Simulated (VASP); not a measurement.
# CsLiCr2Te2S3 (Cm) in VASP: settings compared

The runs below take CsLiCr2Te2S3 through density of states, band structure, with HSE06, PBE.

Everything below comes from runs of VASP 6.6.1. Logs are shortened: lines on timing, memory, paths and dates and some standing lists are left out, and cuts for length are marked.

## (1) The crystal as given

Symmetry: Cm, No. 8, monoclinic system. Conventional cell: a = 6.843 Å, b = 10.361 Å, c = 7.978 Å, α = 90.00°, β = 111.21°, γ = 90.00°. Cs (site symmetry m) has 5 S at 3.58 to 3.92 Å and 1 Li at 4.01 Å as nearest neighbours. Li (site symmetry m) has 3 S at 2.42 to 2.56 Å as nearest neighbours. Cr (site symmetry 1) has 3 S at 2.20 to 2.25 Å and 1 Te at 2.51 Å as nearest neighbours. Te (site symmetry 1) has 1 Cr at 2.51 Å as nearest neighbours. S (site symmetry 1) is surrounded by 2 Cr at 2.24 to 2.25 Å and 1 Li at 2.56 Å. Around S (site symmetry m) lie 2 Cr at 2.20 Å and 1 Li at 2.42 Å.

The cell was built by a generator and needn't be a form met in nature.

## (2) Density of states, HSE06, collinear spin, ferromagnetic start

Contents of POSCAR:

```
CsLiCr2Te2S3
1.0
    3.4216200000     -5.1806900000      0.0078400000
    3.4216200000      5.1806900000      0.0078400000
   -2.9041100000      0.0000000000      7.4309300000
Cs Li Cr Te S
1 1 2 2 3
Direct
    0.0937400000      0.0937400000      0.0085300000
    0.5887500000      0.5887500000      0.5533600000
    0.0564600000      0.4675500000      0.5579000000
    0.4675500000      0.0564600000      0.5579000000
    0.5648600000      0.8735700000      0.2903500000
    0.8735700000      0.5648600000      0.2903500000
    0.8115100000      0.3969700000      0.7334700000
    0.3969700000      0.8115100000      0.7334700000
    0.2140400000      0.2140400000      0.4837100000
```

Contents of INCAR.step1:

```
ALGO = Normal
EDIFF = 1E-5
ENCUT = 520
GGA = PE
ISIF = 2
ISMEAR = -1
ISPIN = 2
LASPH = True
LCHARG = False
LMAXMIX = 4
LREAL = False
LWAVE = True
MAGMOM = 0 0 3 3 0 0 0 0 0
NBANDS = 47
NELM = 150
PREC = Accurate
SIGMA = 0.05
```

Contents of INCAR.step2:

```
ALGO = Normal
EDIFF = 1E-7
ENCUT = 520
GGA = PE
HFSCREEN = 0.2
ISIF = 2
ISMEAR = 0
ISPIN = 2
ISTART = 1
LASPH = True
LCHARG = False
LHFCALC = True
LMAXMIX = 4
LORBIT = 10
LREAL = False
LWAVE = False
MAGMOM = 0 0 3 3 0 0 0 0 0
NBANDS = 47
NEDOS = 2001
NELM = 150
PREC = Accurate
PRECFOCK = Fast
SIGMA = 0.05
```

Contents of KPOINTS:

```
k-points
0
Gamma
  3 3 2
```

Potentials or basis: VASP PAW PBE potentials, release 64 (Cs_sv, Li_sv, Cr_pv, Te, S).

Started as:

```bash
> cat potpaw_PBE.64/Cs_sv/POTCAR potpaw_PBE.64/Li_sv/POTCAR potpaw_PBE.64/Cr_pv/POTCAR potpaw_PBE.64/Te/POTCAR potpaw_PBE.64/S/POTCAR > POTCAR
> cp INCAR.step1 INCAR
> mpirun -np 8 vasp_std > vasp.out
> cp INCAR.step2 INCAR
> mpirun -np 8 vasp_std > vasp.out
```

OUTCAR:

```text
EDIFF = 1E-7
   ENCUT = 520
   GGA = PE
   HFSCREEN = 0.2
   ISIF = 2
   ISMEAR = 0
   ISPIN = 2
   ISTART = 1
   LASPH = True
   LHFCALC = True
   LORBIT = 10
   LREAL = False
   NELM = 150
   PREC = Accurate
   PRECFOCK = Fast

 ion  position               nearest neighbor table
   1  0.094  0.094  0.009-
   2  0.589  0.589  0.553-   9 2.42   8 2.56   7 2.56   6 3.02   5 3.02
   3  0.056  0.468  0.558-   9 2.20   7 2.24   8 2.25   6 2.51
   4  0.468  0.056  0.558-   9 2.20   8 2.24   7 2.25   5 2.51
   5  0.565  0.874  0.290-   4 2.51   2 3.02   6 3.20
   6  0.874  0.565  0.290-   3 2.51   2 3.02   5 3.20
   7  0.812  0.397  0.733-   3 2.24   4 2.25   2 2.56
   8  0.397  0.812  0.733-   4 2.24   3 2.25   2 2.56
   9  0.214  0.214  0.484-   3 2.20   4 2.20   2 2.42

  LATTYP: Found a base centered monoclinic cell.
 ALAT       =     6.8432579639
 B/A-ratio  =     1.5141004555
 C/A-ratio  =     1.1658564481
 COS(beta)  =    -0.3618680181

  Lattice vectors:

 A1 = (   3.4216200000,  -5.1806900000,   0.0078400000)
 A2 = (   3.4216200000,   5.1806900000,   0.0078400000)
 A3 = (  -2.9041100000,   0.0000000000,   7.4309300000)

Analysis of symmetry for initial positions (statically):
=====================================================================
 Subroutine PRICEL returns:
 Original cell was already a primitive cell.

 Routine SETGRP: Setting up the symmetry group for a
 base centered monoclinic supercell.

 Subroutine GETGRP returns: Found  2 space group operations
 (whereof  2 operations were pure point group operations)
 out of a pool of  4 trial point group operations.

The static configuration has the point symmetry C_1h.

Analysis of symmetry for dynamics (positions and initial velocities):
=====================================================================
 Subroutine PRICEL returns:
 Original cell was already a primitive cell.

 Routine SETGRP: Setting up the symmetry group for a
 base centered monoclinic supercell.

 Subroutine GETGRP returns: Found  2 space group operations
 (whereof  2 operations were pure point group operations)
 out of a pool of  4 trial point group operations.

The dynamic configuration has the point symmetry C_1h.

[... 157 lines left out ...]

 Free energy of the ion-electron system (eV)
  ---------------------------------------------------
  ext. energy  EPLUGINS =         0.00000000
  ---------------------------------------------------
  free energy    TOTEN  =       -57.75641409 eV

  energy without entropy =      -57.75369848  energy(sigma->0) =      -57.75505629

 E-fermi :   2.7870     XC(G=0):  -6.9327

 val. band max:        2.7680723473   @ k =  -0.3333   0.3333   0.0000
 cond. band min:       2.8059451511   @ k =  -0.3333   0.3333   0.5000
 fundamental gap:      0.0378728038
 Fermi energy:         2.7870086262

 spin component 1

 k-point     1 :       0.0000    0.0000    0.0000
  band No.  band energies     occupation
      1     -46.4902      1.00000
      2     -45.7566      1.00000
      3     -45.7482      1.00000
      4     -45.7388      1.00000
      5     -45.7347      1.00000
      6     -45.6935      1.00000
[... 373 lines left out ...]
     44       8.4015      0.00000
     45       8.6012      0.00000
 Fermi energy:         2.7870086262

 spin component 2

 k-point     1 :       0.0000    0.0000    0.0000
  band No.  band energies     occupation
      1     -46.4849      1.00000
      2     -41.9182      1.00000
      3     -41.9008      1.00000
      4     -41.7489      1.00000
      5     -41.7459      1.00000
      6     -41.7407      1.00000
[... 373 lines left out ...]
     44       8.5514      0.00000
     45       8.8009      0.00000
 [bands above 45 left out]

------------------------ aborting loop because EDIFF is reached ----------------------------------------

  FORCE on cell =-STRESS in cart. coord.  units (eV):
  Direction    XX          YY          ZZ          XY          YZ          ZX
  --------------------------------------------------------------------------------------
  -------------------------------------------------------------------------------------
  Total        0.9190344      2.4332147      0.9326549      0.0000000      0.0000000      0.2186424
  in kB        5.5842017     14.7846052      5.6669620      0.0000000      0.0000000      1.3285064
  external PRESSURE =       8.6785896 kB  Pullay stress =       0.0000000 kB

 VOLUME and BASIS-vectors are now :
 -----------------------------------------------------------------------------
  energy-cutoff  :      520.00
  volume of cell :      263.68
      direct lattice vectors                 reciprocal lattice vectors
     3.421620000 -5.180690000  0.007840000     0.145998873 -0.096512241  0.057058374
     3.421620000  5.180690000  0.007840000     0.145998873  0.096512241  0.057058374
    -2.904110000  0.000000000  7.430930000    -0.000308072  0.000000000  0.134452259

 POSITION                                       TOTAL-FORCE (eV/Angst)
 -----------------------------------------------------------------------------------
      0.61671      0.00000      0.06486        -0.006146     -0.000000      0.016952
      2.42194      0.00000      4.12121        -0.049582     -0.000000      0.057783
      0.17276      2.12973      4.14982        -0.067854     -0.017936      0.023929
      0.17276     -2.12973      4.14982        -0.067854      0.017936      0.023929
      4.07855      1.59933      2.16885        -0.005905     -0.209554     -0.147458
      4.07855     -1.59933      2.16885        -0.005905      0.209554     -0.147458
      2.00488     -2.14760      5.45984         0.093490      0.102621      0.137534
      2.00488      2.14760      5.45984         0.093490     -0.102621      0.137534
      0.05998      0.00000      3.59777         0.016266     -0.000000     -0.102745
 -----------------------------------------------------------------------------------
    total drift:                               -0.003268     -0.000000      0.003959

  FREE ENERGIE OF THE ION-ELECTRON SYSTEM (eV)
  ---------------------------------------------------
  free  energy   TOTEN  =       -57.7564140915 eV

  energy  without entropy=      -57.7536984838  energy(sigma->0) =      -57.75505629

 total charge

# of ion       s       p       d       tot
------------------------------------------
    1        2.137   4.737   0.020   6.893
    2        2.013   0.052   0.000   2.066
    3        0.370   6.294   4.117  10.782
    4        0.370   6.294   4.117  10.782
    5        1.354   2.104   0.026   3.484
    6        1.354   2.104   0.026   3.484
    7        1.333   2.424   0.000   3.757
    8        1.333   2.424   0.000   3.757
    9        1.338   2.451   0.000   3.789
--------------------------------------------------
tot         11.603  28.884   8.306  48.793

 magnetization (x)

# of ion       s       p       d       tot
------------------------------------------
    1       -0.000  -0.004  -0.000  -0.005
    2        0.001   0.001   0.000   0.002
    3        0.036   0.016   2.791   2.843
    4        0.036   0.016   2.791   2.843
    5       -0.017  -0.413   0.002  -0.428
    6       -0.017  -0.413   0.002  -0.428
    7       -0.008  -0.159   0.000  -0.167
    8       -0.008  -0.159   0.000  -0.167
    9       -0.001  -0.164   0.000  -0.165
--------------------------------------------------
tot          0.022  -1.280   5.586   4.328
```

Wall time 17 min (8 MPI ranks of Intel Xeon Platinum 8375C at 2.90GHz (Ice Lake), shared host); peak memory 0.36 GiB.

What came out:

| Item | Value |
| --- | --- |
| Free energy | -57.7564 eV |
| Largest force | 0.256 eV/Å |
| Band gap on the k mesh | none (metal or under the smearing width) |
| Net moment | 4.00 μB per cell |
| Site moments | Cs -0.01; Li +0.00; Cr +2.84; Te -0.43; S -0.17 μB |
| Valence electrons inside the program's atomic spheres | Cs 6.89; Li 2.07; Cr 10.78; Te 3.48; S 3.76, 3.79 |

Forces in eV/Å, atoms in the order of the input:
```
Cs  -0.006  0.000  0.017
Li  -0.050  0.000  0.058
Cr  -0.068 -0.018  0.024
Cr  -0.068  0.018  0.024
Te  -0.006 -0.210 -0.147
Te  -0.006  0.210 -0.147
S    0.093  0.103  0.138
S    0.093 -0.103  0.138
S    0.016  0.000 -0.103
```

States per cell in windows of 0.5 eV (zero at the Fermi level; states under -8 eV left out):
```csv
from (eV),up,down,Cr3_d_up,Cr4_d_up,Cr3_d_down,Cr4_d_down,S9_p_down,S7_p_down
-8.0,0.00,0.00,0.00,0.00,0.00,0.00,0.00,0.00
-7.5,0.00,0.00,0.00,0.00,0.00,0.00,0.00,0.00
-7.0,0.00,0.00,0.00,0.00,0.00,0.00,0.00,0.00
-6.5,0.00,0.00,0.00,0.00,0.00,0.00,0.00,0.00
-6.0,1.06,0.15,0.15,0.15,0.00,0.00,0.03,0.01
-5.5,1.65,0.85,0.32,0.32,0.02,0.02,0.22,0.04
-5.0,2.19,1.24,0.48,0.48,0.03,0.03,0.13,0.14
-4.5,2.49,2.36,0.40,0.40,0.09,0.09,0.21,0.27
-4.0,2.03,2.42,0.35,0.35,0.13,0.13,0.15,0.30
-3.5,1.49,2.19,0.37,0.37,0.13,0.13,0.24,0.24
-3.0,2.08,1.33,0.44,0.44,0.05,0.05,0.09,0.14
-2.5,2.03,1.28,0.38,0.38,0.05,0.05,0.07,0.07
-2.0,1.09,1.19,0.16,0.16,0.05,0.05,0.11,0.04
-1.5,0.94,0.67,0.13,0.13,0.02,0.02,0.03,0.01
-1.0,0.95,0.46,0.13,0.13,0.02,0.02,0.02,0.00
-0.5,0.95,0.87,0.08,0.08,0.04,0.04,0.02,0.01
0.0,1.39,0.00,0.23,0.23,0.00,0.00,0.00,0.00
0.5,0.55,0.00,0.10,0.10,0.00,0.00,0.00,0.00
1.0,1.55,0.00,0.30,0.30,0.00,0.00,0.00,0.00
1.5,1.58,0.00,0.29,0.29,0.00,0.00,0.00,0.00
2.0,0.93,2.01,0.15,0.15,0.63,0.63,0.01,0.01
2.5,0.06,2.49,0.01,0.01,0.77,0.77,0.01,0.02
3.0,0.00,1.56,0.00,0.00,0.48,0.48,0.02,0.03
3.5,0.06,2.72,0.00,0.00,0.86,0.86,0.06,0.03
4.0,0.31,1.24,0.01,0.01,0.39,0.39,0.02,0.03
4.5,0.84,0.59,0.01,0.01,0.06,0.06,0.01,0.01
5.0,1.65,1.39,0.02,0.02,0.08,0.08,0.02,0.01
5.5,1.61,2.01,0.02,0.02,0.09,0.09,0.01,0.01
6.0,1.99,2.35,0.02,0.02,0.08,0.08,0.02,0.02
6.5,0.55,0.65,0.00,0.00,0.02,0.02,0.00,0.01
7.0,0.00,0.00,0.00,0.00,0.00,0.00,0.00,0.00
7.5,0.00,0.00,0.00,0.00,0.00,0.00,0.00,0.00
```

Caveat: the k mesh is coarse (spacing up to 0.42 Å⁻¹), so the values aren't converged, least of all with exact exchange; the cutoff is under 1.25 times the usual one of these potentials, so pressure, stress and relaxed cells hold a basis-set (Pulay) error; the PAW data sets were made with another functional, which shifts forces and pressure a little; only a ferromagnetic start was run, and an antiferromagnetic order may lie lower in energy. The run has no spin-orbit coupling, so splittings on Cs, Te are missing.

## (3) Band structure, PBE, collinear spin, ferromagnetic start

Contents of POSCAR:

```
CsLiCr2Te2S3                            
1.0
    3.4205304891     -5.1737122950      0.0070777763
    3.4205304891      5.1737122950      0.0070777763
   -2.9048648756      0.0000000000      7.4359670985
  Cs              Li              Cr              Te              S             
     1     1     2     2     3
Direct
     0.0937984755853287    0.0937984755853287    0.0084862817644147
     0.5887083266543496    0.5887083266543496    0.5534640867574014
     0.0563947026789363    0.4675986563097830    0.5579608158555420
     0.4675986563097830    0.0563947026789363    0.5579608158555420
     0.5647862381620607    0.8737972445200154    0.2902245261360606
     0.8737972445200154    0.5647862381620607    0.2902245261360606
     0.8113370577621813    0.3969913386567911    0.7335444240403147
     0.3969913386567911    0.8113370577621813    0.7335444240403147
     0.2140379596705546    0.2140379596705546    0.4836300994143293
```

Contents of INCAR.step1:

```
ALGO = Fast ; EDIFF = 1E-6
ENCUT = 520 ; GGA = PE
ISIF = 2 ; ISMEAR = -1
ISPIN = 2 ; KPAR = 4
LASPH = True ; LCHARG = True
LMAXMIX = 4 ; LORBIT = 11
LREAL = False ; LWAVE = False
MAGMOM = 0 0 3 3 0 0 0 0 0 ; NELM = 150
PREC = Accurate ; SIGMA = 0.05
```

Contents of KPOINTS.step1:

```
k-points
0
Gamma
  5 5 4
```

Contents of INCAR.step2:

```
ALGO = Fast ; EDIFF = 1E-6
ENCUT = 520 ; GGA = PE
ICHARG = 11 ; ISIF = 2
ISMEAR = 0 ; ISPIN = 2
KPAR = 4 ; LASPH = True
LCHARG = False ; LMAXMIX = 4
LORBIT = 11 ; LREAL = False
LWAVE = False ; MAGMOM = 0 0 3 3 0 0 0 0 0
NELM = 150 ; PREC = Accurate
SIGMA = 0.05
```

Contents of KPOINTS.step2:

```
path GYFHZIF1,H1Y1XGN,MG
10
line-mode
reciprocal
 0.0000000000  0.0000000000  0.0000000000  G
-0.3590512451 -0.3590512451  0.0920144226  Y

-0.3590512451 -0.3590512451  0.0920144226  Y
-0.4106706465 -0.4106706465  0.4246263637  F

-0.4106706465 -0.4106706465  0.4246263637  F
-0.3074318437 -0.3074318437  0.7594024814  H

-0.3074318437 -0.3074318437  0.7594024814  H
 0.0000000000  0.0000000000  0.5000000000  Z

 0.0000000000  0.0000000000  0.5000000000  Z
-0.5000000000  0.5000000000  0.5000000000  I

-0.5000000000  0.5000000000  0.5000000000  I
-0.5893293535  0.4106706465  0.5753736363  F1

-0.6925681563  0.3074318437  0.2405975186  H1
-0.6409487549  0.3590512451 -0.0920144226  Y1

-0.6409487549  0.3590512451 -0.0920144226  Y1
-0.5000000000  0.5000000000  0.0000000000  X

-0.5000000000  0.5000000000  0.0000000000  X
 0.0000000000  0.0000000000  0.0000000000  G

 0.0000000000  0.0000000000  0.0000000000  G
-0.5000000000  0.0000000000  0.0000000000  N

-0.5000000000  0.0000000000  0.5000000000  M
 0.0000000000  0.0000000000  0.0000000000  G
```

Potentials or basis: VASP PAW PBE potentials, release 64 (Cs_sv, Li_sv, Cr_pv, Te, S).

Started as:

```bash
> cat potpaw_PBE.64/Cs_sv/POTCAR potpaw_PBE.64/Li_sv/POTCAR potpaw_PBE.64/Cr_pv/POTCAR potpaw_PBE.64/Te/POTCAR potpaw_PBE.64/S/POTCAR > POTCAR
> cp INCAR.step1 INCAR
> cp KPOINTS.step1 KPOINTS
> mpirun -np 4 vasp_std > vasp.out
> cp INCAR.step2 INCAR
> cp KPOINTS.step2 KPOINTS
> mpirun -np 4 vasp_std > vasp.out
```

Run time: 22 min. Hardware: 4 MPI ranks of Intel Xeon Platinum 8488C (Sapphire Rapids), shared host; peak memory 1.8 GiB.

Results (log left out):

| Property | Result |
| --- | --- |
| Band gap along the path | none (metal or under the smearing width) |
| Net moment | 4.01 μB per cell |

Caveat: the cutoff is under 1.25 times the usual one of these potentials, so pressure, stress and relaxed cells hold a basis-set (Pulay) error; the log is that of the step along the path at fixed density, whose energy, stress, charges and moments have no meaning; spin-orbit coupling is left out, which moves the levels of the heavy elements; only a ferromagnetic start was run, and an antiferromagnetic order may lie lower in energy.

## (4) The reference run

An earlier run on the cell as given: functional PBE; potentials or basis VASP PAW PBE potentials, release 64 (Cs_sv, Li_sv, Cr_pv, Te, S); cutoff 520 eV; k mesh 5 × 5 × 4; occupations fermi-dirac, width 0.05 eV; collinear spin, ferromagnetic start; starting moments [0.0, 0.0, 3.0, 3.0, 0.0, 0.0, 0.0, 0.0, 0.0] μB.

- Largest force: 0.012 eV/Å
- Band gap on the k mesh: none (metal or under the smearing width)
- Net moment: 4.01 μB per cell
- Site moments: Cs -0.00; Li +0.00; Cr +2.27; Te -0.19; S -0.08 μB
- Valence electrons inside the program's atomic spheres: Cs 6.56; Li 2.06; Cr 10.79; Te 3.38; S 3.73, 3.75

## (5) The runs side by side

```tsv
task	level	cell	k mesh	smearing	grid for exact exchange (PRECFOCK)	screening parameter	mesh quality	gap on the mesh (eV)	moment (μB)	largest force (eV/Å)
density of states	HSE06	Cm, 29.3 Å³/atom	3 × 3 × 2	gaussian 0.05 eV	Fast	0.2 1/A	coarse	none	4.00	0.26
band structure	PBE	Cm, 29.27 Å³/atom	5 × 5 × 4	fermi-dirac 0.05 eV	-	-	not flagged	-	4.01	-
single point	PBE	Cm, 29.3 Å³/atom	5 × 5 × 4	fermi-dirac 0.05 eV	-	-	not flagged	none	4.01	0.01
```

Alike in all rows: potentials or basis VASP PAW PBE potentials, release 64 (Cs_sv, Li_sv, Cr_pv, Te, S); spin collinear, ferromagnetic start; cutoff (eV) 520.

Caveats: some runs use coarse meshes; the cutoff is under 1.25 times the usual one of these potentials, so pressure, stress and relaxed cells hold a basis-set (Pulay) error; only a ferromagnetic start was run, and an antiferromagnetic order may lie lower in energy; the PAW data sets were made with another functional, which shifts forces and pressure a little (some runs); spin-orbit coupling is left out, which moves the levels of the heavy elements (some runs).

Total energies depend on the potentials used, so only differences within one code and one set of settings carry meaning.
